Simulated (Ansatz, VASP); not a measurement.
**CsPbI2Br: VASP beside Ansatz**

The input INCAR:

```
PREC = Accurate
ENCUT = 520
EDIFF = 1E-7
ISMEAR = 0
SIGMA = 0.05
LREAL = False
LASPH = True
NELM = 100
ALGO = Normal
ISIF = 2
LWAVE = False
LCHARG = True
GGA = CA
LELF = True
LVHAR = True
NBANDS = 30
```

The input KPOINTS:

```
Automatic mesh
0
Gamma
  4 4 6
```

The input POSCAR:

```
CsPbI2Br
1.0
    6.3752960000      0.0000000000      0.0000000000
    0.0000000000      6.3752960000      0.0000000000
    0.0000000000      0.0000000000      6.0218422000
Cs Pb I Br
1 1 2 1
Direct
    0.5000000000      0.5000000000      0.5000000000
    0.0000000000      0.0000000000      0.0000000000
    0.0000000000      0.5000000000      0.0000000000
    0.5000000000      0.0000000000      0.0000000000
    0.0000000000      0.0000000000      0.5000000000
```

Input for Ansatz:

```yaml
crystal:
  lattice:
    - [6.375296, 0.0, 0.0]
    - [0.0, 6.375296, 0.0]
    - [0.0, 0.0, 6.0218422]
  atoms:
    - { symbol: Cs, position: [0.5, 0.5, 0.5] }
    - { symbol: Pb, position: [0.0, 0.0, 0.0] }
    - { symbol: I, position: [0.0, 0.5, 0.0] }
    - { symbol: I, position: [0.5, 0.0, 0.0] }
    - { symbol: Br, position: [0.0, 0.0, 0.5] }
basis:
  ecutwfc: 420
kpoints:
  mp_grid: { grid: [4, 4, 6] }
hamiltonian:
  xc: lda
scf:
  occupations: { method: gaussian, width: 0.05 }
output:
  forces: true
  stress: true
  eigenvalues: true
```

Change from the starting cell: strain +0.0100 x Voigt [0, 0, 1, 0, 0, 0], atoms carried along.

Alike in both runs: task single point; functional LDA; k mesh 4 × 4 × 6; occupations gaussian, width 0.05 eV; no spin polarisation.

|  | VASP | Ansatz |
| --- | --- | --- |
| version | VASP 6.6.1 | Ansatz 0.2.0 |
| potentials or method | VASP PAW LDA potentials, release 64 (Cs_sv, Pb_d, I, Br) | scalar-relativistic, plane waves, PAW |
| plane-wave cutoff (eV) | 520 | 420 |
| valence electrons in the cell | 44 | 64 |

Ansatz gave:

```
gap on the k mesh at the Fermi level (eV)       : 1.40
least direct gap on the mesh (eV)               : 1.40
pressure (GPa)                                  : -1.9
largest component of the traceless stress (GPa) : 0.38
```

Q: Estimate VASP's values.

A: gap on the k mesh at the Fermi level (eV): 1.38; least direct gap on the mesh (eV): 1.38; pressure (GPa): -1.8; largest component of the traceless stress (GPa): 0.38.

The two sets of potentials don't hold the same shells in valence.

Caveats: spin-orbit coupling is left out, which as a rule narrows the gap of such compounds by several tenths of an eV. A k mesh can miss the band edges.
